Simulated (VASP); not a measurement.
Input:

```yaml
crystal:
  lattice:
    - [4.43111, 0.00000, 0.00000]
    - [0.00000, 4.43111, 0.00000]
    - [0.00000, 0.00000, 4.43111]
  atoms:
    - { symbol: Nb, position: [0.00000, 0.00000, 0.00000] }
    - { symbol: Nb, position: [0.50000, 0.50000, 0.00000] }
    - { symbol: Nb, position: [0.50000, 0.00000, 0.50000] }
    - { symbol: Nb, position: [0.00000, 0.50000, 0.50000] }
    - { symbol: N, position: [0.50000, 0.50000, 0.50000] }
    - { symbol: C, position: [0.00000, 0.00000, 0.50000] }
    - { symbol: C, position: [0.00000, 0.50000, 0.00000] }
    - { symbol: C, position: [0.50000, 0.00000, 0.00000] }
```

Computed with PBEsol GGA, VASP's PBE PAW potentials (set 64) (plane waves; VASP). Numerical set-up: 520 eV cut-off, Gaussian smearing of 0.050 eV, potentials Nb_sv N C.

Task: Give the energies of bands 27 to 40 at the high-symmetry points, in eV from the Fermi level.

Result: 
```csv
band,Γ,X,M,R
27,-2.67,-4.64,-5.48,-6.17
28,-2.67,-4.64,-4.98,-5.45
29,-2.67,-3.38,-4.91,-5.45
30,-1.58,-3.29,-4.58,-5.45
31,-1.58,-3.00,-4.58,-5.38
32,-1.58,-3.00,-4.58,-5.38
33,-1.45,-2.32,0.52,1.90
34,-1.45,-2.32,0.59,1.90
35,-1.45,0.68,0.63,1.90
36,-0.63,0.68,0.63,1.95
37,-0.63,0.91,0.97,1.95
38,-0.63,1.00,2.09,1.96
39,0.17,1.40,2.09,2.03
40,0.17,1.40,2.15,2.03
```

It has no gap at this level: it comes out as a metal or semimetal.

The structure was generated: Nb4C3N was put into an ordered model structure (Pm-3m), which need not be its known phase. It was relaxed first. The electron count is odd and the run is not spin-polarised, which forces a metal.
